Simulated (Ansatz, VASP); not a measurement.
# Two plane-wave programs on NaBeF3

```
CELL_PARAMETERS angstrom
3.56893 0.00000 0.00000
0.00000 3.56893 0.00000
0.00000 0.00000 3.56893
ATOMIC_POSITIONS crystal
Na 0.00000 0.00000 0.00000
Be 0.50000 0.50000 0.50000
F 0.00000 0.50000 0.50000
F 0.50000 0.00000 0.50000
F 0.50000 0.50000 0.00000
```

Change from the starting cell: species swapped into the HoBRh3 type (Pm-3m, No. 221).

Alike in both runs: task relaxation of cell and atoms; functional PBE; k mesh 6 × 6 × 6; occupations gaussian, width 0.1 eV; no spin polarisation.

```csv
,VASP,Ansatz
version,VASP 6.6.1,Ansatz 0.2.0
potentials or method,"VASP PAW PBE potentials, release 64 (Na_pv, Be, F)","scalar-relativistic, plane waves, PAW"
plane-wave cutoff (eV),600,420
valence electrons in the cell,30,32
```

|  | VASP | Ansatz | Ansatz less VASP |
| --- | --- | --- | --- |
| gap on the k mesh at the Fermi level, each at its own relaxed structure (eV) | 7.45 | 7.47 | +0.022 |
| relaxed volume (Å³/atom) | 9.09 | 9.09 | 0.000 |
| relaxed cell length with the largest relative difference (Å) | 3.569 | 3.569 | 0.0000 |

The two sets of potentials don't hold the same shells in valence.

Caveats: the relaxation stopped at its first step, so nothing moved. A k mesh can miss the band edges.
